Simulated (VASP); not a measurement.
Energy against volume of CeO$_{2}$ (fluorite). These are optB88-vdW, VASP's PBE PAW potentials (set 64) (plane waves; VASP) values and carry that method's errors. Settings: 520 eV cut-off, 7×7×7 Γ-centred mesh, Gaussian smearing of 0.050 eV, potentials Ce O.

```
V (Å³/atom)  E (eV/atom)
-----------  -----------
12.753          -6.79380
13.160          -6.81800
13.567          -6.82604
13.974          -6.82041
```

**Question.** Fit these four points and predict the energy of the run at 14.381 Å³/atom.

**Answer.** A cubic in V^(−2/3), the third-order Birch-Murnaghan form, passes through the four points with V0 = 13.59 Å³/atom and B0 = 177 GPa, and gives -6.8032 eV/atom there. The run gave -6.8031 eV/atom, +0.1 meV/atom from the fit; all five points give B0 = 178 GPa.

The compound is CeO2 in the fluorite structure. It was relaxed first. The run is not spin-polarised, so no magnetic state was tried.
